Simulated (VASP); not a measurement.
Wanted: the native input for a VASP 6.6.1 run.

* Task: single point
* Functional: PBE
* Potentials or basis: VASP PAW PBE potentials, release 64 (V_sv)
* Cutoff: 520 eV
* k mesh: 11 × 11 × 11
* Occupations: methfessel-paxton, width 0.3 eV
* Spin: collinear spin, typed start
* Starting moments: [2.0] μB
* Dipole correction: no
* Further INCAR settings: ALGO = Fast; EDIFF = 1e-07; NBANDS = 16

The structure of V lies in POSCAR:

```
V
1.0
   -1.5101600000      1.5101600000      1.5101600000
    1.5101600000     -1.5101600000      1.5101600000
    1.5101600000      1.5101600000     -1.5101600000
V
1
Direct
    0.0000000000      0.0000000000      0.0000000000
```

The input as run:

INCAR

```
PREC = Accurate
ENCUT = 520
EDIFF = 1E-7
ISMEAR = 1
SIGMA = 0.3
LREAL = F
LASPH = T
NELM = 150
ALGO = Fast
ISIF = 2
LWAVE = F
LCHARG = F
ISPIN = 2
MAGMOM = 2
LORBIT = 11
LMAXMIX = 4
GGA = PE
NBANDS = 16
```

KPOINTS

```
Automatic mesh
0
Gamma
  11 11 11
```

Potentials or basis: VASP PAW PBE potentials, release 64 (V_sv).

The run is started by

```bash
$ cat potpaw_PBE.64/V_sv/POTCAR > POTCAR
$ mpirun -np 1 vasp_std > vasp.out
```

It gave:

```yaml
Pressure: -3.8 GPa
Band_gap_on_the_k_mesh: none (metal or under the smearing width)
Net_moment: 0.00 μB per cell
Valence_electrons_inside_the_program's_atomic_spheres: V 11.61
```

Run time: 30 s on 1 thread of AMD EPYC 7R43 64-Core Processor (Zen 3) (shared host), peak memory 0.1 GiB.
